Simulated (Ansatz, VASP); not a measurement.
# Cross-check of Zn (Zn strained to the junction's net) between VASP and Ansatz

Wanted: the spread between two codes on one cell, functional and k mesh. The structure shown is the end of the Ansatz relaxation below.

Calculated with Ansatz 0.2.0; plane waves, with VASP 6.6.1 beside it; single point at PBE.

**1. Starting point**

It takes space group P6_3/mmc (No. 194, hexagonal). The conventional cell has a = 2.723 Å, b = 2.723 Å, c = 4.612 Å, α = 90.00°, β = 90.00°, γ = 120.00°. Nearest to Zn lie 12 Zn at 2.72 to 2.79 Å.

**2. Ansatz: relaxation, PBE**

Ansatz runs on its default PAW (the set named soft_2) files.

This run makes the geometry at which the two programs are then compared.

input.yaml reads:

```yaml
crystal:
  lattice:
    - [2.723, 0.0, 0.0]
    - [-1.3615, 2.3581871745, 0.0]
    - [0.0, 0.0, 4.8679342105]
  atoms:
    - { symbol: Zn, position: [0.0, 0.0, 0.0] }
    - { symbol: Zn, position: [0.3333333333, 0.6666666667, 0.5] }
kpoints:
  mp_grid: { grid: [18, 18, 6] }
scf:
  occupations: { method: fermi_dirac, width: 0.1 }
  max_iter: 150
hamiltonian:
  xc: pbe
relax:
  f_tol: 0.01
  max_steps: 40
  cell: { fix: [a, b, angles] }
```

The run is started by

```console
$ ansatz run input.yaml --threads 4 --pin off --max-ram 10240MiB --backend cpu --events-out ev --progress --plain --runs-dir out
```

Numbers of over 12 decimals in the logs are rounded to 6 here.

Output:

```text
Engine: ansatz 0.2.0, aarch64-unknown-linux-gnu
Pseudopotentials: kind: paw
Pseudopotential: Zn, paw, valence charge 12, recommended cutoff 420 eV (normal), Zn.paw.azcp
Functional definition: PBE
  parameter kappa = 0.804
  parameter beta = 0.066725
  exchange = pbe_x(kappa = kappa, mu = beta*pi^2/3)
  correlation = pbe_c(beta = beta)
Crystal: 2 atoms, lattice volume = 31.259 Å³
Basis set: ecut = 420 eV, 635 PW (Γ), exchange–correlation on 40×40×72 points (8 copies of the dense FFT grid, shifted against one another)
Bands: 16, of which v1, the nominal top of the filled ones, is band 12 counted from 1 (11 counted from 0)
Symmetry: 24 space group operations
Space group: P63/mmc (ITA 194), of the structure as read, at distance tolerance 3.2e-5 Å
k-points: 148 of 1944
Non-local potential: Zn, projectors of the file, l = 0: 2, l = 1: 2, l = 2: 3, l = 3: 1
PAW form: soft (Blöchl's): semilocal exchange-correlation on the pseudo side does not see the compensation charge
PAW one-centre angular grid: Zn, 590 points (default); XC on 64 Gauss nodes
Initial density: superposition of atomic densities (neutral atoms: chi_scale 0, normalization atom), corrected by the library's trained network
Initial wavefunctions: pseudopotential atomic-orbital guess
Functional: x = pbe(κ = 0.804, μ = 0.219515), c = pbe(β = 0.066725)
SCF iter   1: F=—  HF=-6638.041149 eV  |F-HF|=—  |Δ(HF+E_count)|=         —  Δρ=1.36e-3  dr2=3.23e-4  ethr=1.77e-3  ⟨swp⟩=5.0  Hψ=11617  notcnv=0
preconditioner: auto → none  [metal: Δε(μ)=0.045 eV  Ē_g=12.844 eV  σ=0.100 eV  W_gap=0.11  n_scr=4 (ndim 8)  ℏωp=32.5 eV  f_vac=0.000  D(μ)=0.66/eV (n_scr^D=2)  sad-step TF]
SCF iter   2: F=—  HF=-6638.041162 eV  |F-HF|=—  |Δ(HF+E_count)|=   1.33e-5  Δρ=8.41e-4  dr2=9.74e-5  ethr=1.35e-6  ⟨swp⟩=2.1  Hψ=5353  notcnv=0
SCF iter   3: F=—  HF=-6638.041133 eV  |F-HF|=—  |Δ(HF+E_count)|=   2.91e-5  Δρ=3.65e-4  dr2=1.62e-5  ethr=4.06e-7  ⟨swp⟩=2.0  Hψ=3925  notcnv=0
SCF iter   4: F=—  HF=-6638.041163 eV  |F-HF|=—  |Δ(HF+E_count)|=   2.98e-5  Δρ=1.01e-4  dr2=1.72e-6  ethr=6.76e-8  ⟨swp⟩=2.0  Hψ=4159  notcnv=0
iter 5 did not close the SCF: its close was put off for the readings that it lacked (scf_convergence_deferred on its scf_iter line)
SCF iter   5: F=-6638.041163 eV  HF=-6638.041163 eV  |F-HF|=1.40e-8  |Δ(HF+E_count)|=   1.83e-7  Δρ=1.15e-5  dr2=2.48e-8  ethr=7.16e-9  ⟨swp⟩=2.0  Hψ=4134  notcnv=0
SCF iter   6: F=-6638.041163 eV  HF=-6638.041163 eV  |F-HF|=1.08e-9  |Δ(HF+E_count)|=   1.04e-8  Δρ=2.61e-6  dr2=1.05e-9  ethr=1.03e-10  ⟨swp⟩=2.6  Hψ=9409  notcnv=0
SCF 1 converged in 6 iterations: F = -6638.041163 eV  dr2 = 1.05e-9
  greatest PAW one-centre occupation: 0.981 electrons in one spin orbital (limit 2), on the Zn atom at site 1 (counted from 0), in its partial waves of l = 2
relax step   1: F+E_penalty+E_count = -6638.04116332 eV  Δ(F+E_penalty+E_count) = +0.000e0 eV  max|allowed force component| = 1.480e-16 eV/Å  Δτ_max = 0.0000 Å  P = -2.491 GPa  Ω = 31.259 Å³  fix = [a, b, alpha, beta, gamma]  reactions: a -3.353, b -3.353 GPa  (6 SCF iters, dr2 threshold 1.00e-7 eV, accepted)
[...]
relax step   2: F+E_penalty+E_count = -6638.04203972 eV  Δ(F+E_penalty+E_count) = -8.764e-4 eV  max|allowed force component| = 2.035e-16 eV/Å  Δτ_max = 0.0000 Å  P = -2.225 GPa  Ω = 31.096 Å³  energy of the carried Pulay correction = +1.173e-4 eV  fix = [a, b, alpha, beta, gamma]  reactions: a -2.972, b -2.972 GPa  (4 SCF iters, dr2 threshold 2.00e-7 eV, accepted)
[...]
relax step   3: F+E_penalty+E_count = -6638.04900748 eV  Δ(F+E_penalty+E_count) = -6.968e-3 eV  max|allowed force component| = 1.203e-16 eV/Å  Δτ_max = 0.0000 Å  P = +0.767 GPa  Ω = 29.572 Å³  energy of the carried Pulay correction = +1.244e-3 eV  fix = [a, b, alpha, beta, gamma]  reactions: a +1.098, b +1.098 GPa  (6 SCF iters, dr2 threshold 2.00e-7 eV, accepted)
[...]
relax step   4: F+E_penalty+E_count = -6638.04887581 eV  Δ(F+E_penalty+E_count) = +1.317e-4 eV  max|allowed force component| = 2.035e-16 eV/Å  Δτ_max = 0.0000 Å  P = +0.480 GPa  Ω = 29.693 Å³  energy of the carried Pulay correction = +1.153e-3 eV  fix = [a, b, alpha, beta, gamma]  (5 SCF iters, dr2 threshold 2.76e-8 eV, rejected (line search))
[...]
relax step   5: F+E_penalty+E_count = -6638.04898867 eV  Δ(F+E_penalty+E_count) = +1.881e-5 eV  max|allowed force component| = 1.388e-16 eV/Å  Δτ_max = 0.0000 Å  P = +0.667 GPa  Ω = 29.613 Å³  energy of the carried Pulay correction = +1.213e-3 eV  fix = [a, b, alpha, beta, gamma]  reactions: a +1.005, b +1.005 GPa  (6 SCF iters, accepted)
[...]
relax step   6: F+E_penalty+E_count = -6638.04795526 eV  Δ(F+E_penalty+E_count) = +1.033e-3 eV  max|allowed force component| = 1.018e-16 eV/Å  Δτ_max = 0.0000 Å  P = +0.646 GPa  Ω = 29.613 Å³  fix = [a, b, alpha, beta, gamma]  reactions: a +0.993, b +0.993 GPa  stress off target by 4.82e-2 GPa on what of the cell is left free  SCF on the basis re-selected at this cell (its energy is not comparable with the rows above)  (6 SCF iters)
basis re-selected at this cell: Δ(F+E_penalty+E_count) = +1.033e-3 eV, ΔP = -0.021 GPa vs the last step (what re-selecting the basis moved, of the pressure what is left beyond the Pulay correction that the steps carried, after the strain that the cell walked since its last selection, with what the two solves' SCF thresholds leave and, on support functions, any second-order correction that the steps lacked; it is no measure of the basis error at this ecutwfc). The dense FFT grid was sized anew with the basis: this SCF ran on 20×20×32 points, the steps before it on 20×20×36, so part of this shift can come from that change (see relax.cell in the input reference). [rest of the remark cut]
SCF converged after 6 iterations
Free energy (F): -6638.047955 eV
Harris-Foulkes:  -6638.047955 eV  (|F-HF|=9.09e-13)
Internal energy: -6638.030405 eV  (E = F + TS)
E sigma→0 (E₀):  -6638.039180 eV
Entropy (-TS):   -0.017550 eV (-8.775 meV/atom)
Fermi energy:    11.579725 eV
--- Per-component energies (eV) ---
  E_band       = 106.417171
  E_kinetic    = 262.239489
  E_local      = -3027.546835  (includes V_loc(G=0)·N_el)
  E_nonlocal   = 1221.121677
  E_hartree    = 1269.792089
  E_xc         = -275.630011
  E_vxc        = -105.524533  (∫ρ·V_xc dr)
  E_paw        = -3649.596128  (= ΣΔE_a)
  E_vpaw       = -783.456116  (= ΣTr[D̂ρ^β])
  E_aug_tail   = -0.000688  (compensation charges beyond the density's cutoff)
  E_ewald      = -2438.409998
  E_smearing   = -0.017550  (= −TS)
  E_closure    = 0.000000  (closes the sum)
  Σ components = -6638.047955   (vs F -6638.047955, Δ=0.00e0)
--- Forces (eV/Å), atoms counted from 1 ---
  atom   1  Zn    -0.00000000     0.00000000     0.00000000
  atom   2  Zn     0.00000000    -0.00000000     0.00000000
  max |Σ_I F_I| component: 1.85e-17 eV/Å
--- Stress (GPa, compression-positive) ---
        0.993381       0.000000       0.000000
        0.000000       0.993381       0.000000
        0.000000       0.000000      -0.048250
  P = ⅓ Tr σ = 0.6462 GPa (6.462 kbar)
--- Relaxed structure (5 steps of the walk, 4 accepted, 1 SCFs on fresh bases) ---
  F+E_penalty+E_count = -6638.04795526 eV   max|allowed force component| = 1.018e-16 eV/Å   (the final SCF, on the basis selected at the relaxed cell)
  cell:  # Å, volume = 29.6134 Å³
    - [2.723000, 0, 0.0]
    - [-1.361500, 2.358187, 0.0]
    - [0.0, 0.0, 4.611711]
  atoms:
    - { symbol: Zn, position: [9.251858539620045e-18, -5.088522196306338e-17, 0.0] }
    - { symbol: Zn, position: [0.333333, 0.666667, 0.5] }
```

**3. VASP: single point, PBE**

The same cell, functional, mesh and smearing now go to VASP, with its own data sets.

Lines of VASP's logs that name or quote its potential files are left out, and so is its time.

INCAR reads:

```
SYSTEM = Zn
PREC = Accurate
ENCUT = 500
EDIFF = 1E-06
NELM = 120
ISMEAR = -1
SIGMA = 0.1
LREAL = .FALSE.
ALGO = Normal
GGA = PE
NBANDS = 18
LORBIT = 11
LWAVE = .FALSE.
LCHARG = .FALSE.
ISIF = 2
LASPH = .TRUE.
GGA_COMPAT = .FALSE.
```

POSCAR reads:

```
Zn
1.0
    2.7230000000      0.0000000000      0.0000000000
   -1.3615000000      2.3581871745      0.0000000000
    0.0000000000      0.0000000000      4.6117114233
Zn
2
Direct
    0.0000000000      0.0000000000      0.0000000000
    0.3333333333      0.6666666667      0.5000000000
```

KPOINTS reads:

```
Automatic mesh
0
Gamma
18 18 6
0 0 0
```

Potentials, in the order of the species: Zn (PBE family, release 64).

The run is started by

```console
$ mpirun -np 1 vasp_std
```

Output:

```text
[banner, memory and clock lines left out]
running    1 mpi-ranks, on    1 nodes
 distrk:  each k-point on    1 cores,    1 groups
 distr:  one band on    1 cores,    1 groups

 POSCAR found type information on POSCAR Zn
 POSCAR found :  1 types and       2 ions
 LDA part: xc-table for (Slater+PW92), standard interpolation
 POSCAR, INCAR and KPOINTS ok, starting setup
 FFT: planning ... GRIDC
 FFT: planning ... GRID_SOFT
 FFT: planning ... GRID
 WAVECAR not read
 entering main loop
       N       E                     dE             d eps       ncg     rms          rms(c)
DAV:   1     0.107068235456E+03    0.10707E+03   -0.12380E+04  5432   0.210E+03
DAV:   2     0.182116961875E+01   -0.10525E+03   -0.10229E+03  5350   0.295E+02
DAV:   3    -0.239794360146E+01   -0.42191E+01   -0.42047E+01  5956   0.675E+01
DAV:   4    -0.242047080216E+01   -0.22527E-01   -0.22521E-01  5922   0.507E+00
DAV:   5    -0.242050073796E+01   -0.29936E-04   -0.29936E-04  5760   0.164E-01    0.417E+00
DAV:   6    -0.221697680823E+01    0.20352E+00   -0.86258E-01  5768   0.199E+01    0.316E+00
DAV:   7    -0.220737425581E+01    0.96026E-02   -0.28771E-02  6654   0.295E+00    0.162E+00
DAV:   8    -0.220271024917E+01    0.46640E-02   -0.16416E-03  7202   0.618E-01    0.448E-02
DAV:   9    -0.220271067690E+01   -0.42773E-06   -0.19109E-04  7354   0.185E-01    0.348E-02
DAV:  10    -0.220271406337E+01   -0.33865E-05   -0.20574E-05  5544   0.508E-02    0.365E-03
DAV:  11    -0.220271382965E+01    0.23372E-06   -0.97192E-08  3058   0.553E-03
   1 F= -.22027138E+01 E0= -.21939377E+01  d E =-.175523E-01
```

From OUTCAR (step 3):

```text
ion  position               nearest neighbor table
   1  0.000  0.000  0.000-   2 2.79   2 2.79   2 2.79   2 2.79   2 2.79   2 2.79
   2  0.333  0.667  0.500-   1 2.79   1 2.79   1 2.79   1 2.79   1 2.79   1 2.79

  LATTYP: Found a hexagonal cell.
 ALAT       =     2.7230000000
 C/A-ratio  =     1.6936141841

 Subroutine GETGRP returns: Found 24 space group operations
 (whereof 12 operations were pure point group operations)

The static configuration has the point symmetry D_3h.
 The point group associated with its full space group is D_6h.

 Found    148 irreducible k-points:

   k-points           NKPTS =    148   k-points in BZ     NKDIM =    148   number of bands    NBANDS=     18

   dimension x,y,z NGX =    20 NGY =   20 NGZ =   36
   dimension x,y,z NGXF=    40 NGYF=   40 NGZF=   72

   ENCUT  =  500.0 eV  36.75 Ry    6.06 a.u.   4.96  4.96  8.41*2*pi/ulx,y,z

   NELECT =      24.0000    total number of electrons

 k-points in reciprocal lattice and weights: Automatic mesh
   0.00000000  0.00000000  0.00000000       0.001
   0.05555556  0.00000000  0.00000000       0.003
   0.11111111  0.00000000  0.00000000       0.003
   0.16666667  0.00000000  0.00000000       0.003
   0.22222222  0.00000000  0.00000000       0.003
   0.27777778 -0.00000000  0.00000000       0.003
   0.33333333  0.00000000  0.00000000       0.003
   0.38888889 -0.00000000  0.00000000       0.003
   0.44444444  0.00000000  0.00000000       0.003
[...]
0.33333333  0.27777778  0.50000000       0.006
   0.33333333  0.33333333  0.50000000       0.001

 average (electrostatic) potential at core
       1 -36.7474       2 -36.7475

 E-fermi :   3.4285

 k-point     1 :       0.0000    0.0000    0.0000
  band No.  band energies     occupation
    ...
      9      -4.1372      2.00000
     10      -3.8071      2.00000
     11      -3.8071      2.00000
     12       0.0235      2.00000
     13       1.4231      2.00000
     14      19.2145      0.00000
     15      19.2145      0.00000
     16      20.5150      0.00000
     17      21.0821      0.00000
     18      21.1200      0.00000

 k-point     2 :       0.0556    0.0000    0.0000
  band No.  band energies     occupation
    ...
      9      -4.1468      2.00000
     10      -3.8550      2.00000
     11      -3.8040      2.00000
     12       0.1643      2.00000
     13       1.4721      2.00000
     14      17.6752      0.00000
     15      18.4032      0.00000
     16      20.0753      0.00000
     17      20.5944      0.00000
     18      21.9274      0.00000

 k-point     3 :       0.1111    0.0000    0.0000
  band No.  band energies     occupation
    ...
      9      -4.1735      2.00000
     10      -3.9676      2.00000
     11      -3.7964      2.00000
     12       0.5637      2.00000
     13       1.6240      2.00000
     14      15.1921      0.00000
     15      17.1564      0.00000
     16      19.2828      0.00000
     17      20.7436      0.00000
     18      21.7232      0.00000

  Total        0.2572213      0.2572213      0.0474219      0.0000000      0.0000000      0.0000000
  in kB       13.9164834     13.9164834      2.5656735      0.0000000      0.0000000      0.0000000
  external PRESSURE =      10.1328801 kB  Pullay stress =       0.0000000 kB

  energy-cutoff  :      500.00
  volume of cell :       29.61
      direct lattice vectors                 reciprocal lattice vectors
     2.723000000  0.000000000  0.000000000     0.367242012  0.212027275  0.000000000
    -1.361500000  2.358187174  0.000000000     0.000000000  0.424054550  0.000000000
     0.000000000  0.000000000  4.611711423     0.000000000  0.000000000  0.216839240

 POSITION                                       TOTAL-FORCE (eV/Angst)
 -----------------------------------------------------------------------------------
      0.00000      0.00000      0.00000         0.000000     -0.000000      0.000000
     -0.00000      1.57212      2.30586        -0.000000      0.000000      0.000000
 -----------------------------------------------------------------------------------
    total drift:                                0.000004     -0.000003     -0.000000

  FREE ENERGIE OF THE ION-ELECTRON SYSTEM (eV)
  ---------------------------------------------------
  free  energy   TOTEN  =        -2.2027138297 eV

  energy  without entropy=       -2.1851615192  energy(sigma->0) =       -2.19393767

 total charge
# of ion       s       p       d       tot
------------------------------------------
    1        0.589   0.453   9.725  10.766
    2        0.589   0.453   9.725  10.766
--------------------------------------------------
tot          1.178   0.906  19.449  21.532

[... 3 further parts left out ...]
```

The run ends at a pressure of 1.01 GPa.

**4. Comparison**

Known differences besides the potentials themselves: the cutoff is 420 eV in Ansatz and 500 eV in VASP; Ansatz's pressure holds a Pulay correction, VASP's none. Total energies have different zeros and are not compared.

Both answers:

| quantity | Ansatz | VASP | difference |
| --- | --- | --- | --- |
| pressure (GPa) | 0.65 | 1.01 | -0.37 |

**5. Results**

```
difference in pressure (single point, PBE) : -0.37 GPa
```

**Reading.** The difference in pressure is -0.37 GPa (single point, PBE), within the 1 GPa picked in this series as the mark of a large difference. Such differences can come from data sets, numerical settings and the points named under the comparisons, not from the functional's error against experiment.

[Lines on the potential files, build, host, timing and source positions are cut from VASP's logs without a mark.]

[Logs are printed without paths, hosts, clocks, repeated set-up lines and the standing remarks that a program may print on its own settings, such as how far it seeks lower states.]

[Hosts, paths, dates, database ids (printed as entryN), source tags and the programs' standing remarks are cut or masked in the printed files.]
